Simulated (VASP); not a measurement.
Consider the following.

```
CELL_PARAMETERS angstrom
      4.07633     0.00000     0.00000
      0.00000     4.07633     0.00000
      0.00000     0.00000     4.07633
ATOMIC_POSITIONS crystal
  Sc 0.00000 0.00000 0.00000
  Al 0.00000 0.50000 0.50000
  Al 0.50000 0.00000 0.50000
  Al 0.50000 0.50000 0.00000
```

All values below come from revTPSS meta-GGA, VASP's PBE PAW potentials (set 64) (plane waves; VASP). Run with 520 eV cut-off, 9×9×9 Γ-centred mesh, tetrahedra with Blöchl corrections, potentials Sc_sv Al.

Question: Estimate the energy per atom (σ→0), band gap (over mesh and band path) with the smallest direct gap where there is one.

Answer: 
| Property | Value |
|---|---|
| band gap (over mesh and band path) | none (metal, semimetal or under 0.01 eV) |
| energy per atom (σ→0) | -6.019 eV/atom |

The absolute energy has meaning only against runs of the same code, potentials and settings.

The compound is Al3Sc in the L1_2 structure. It was relaxed first.
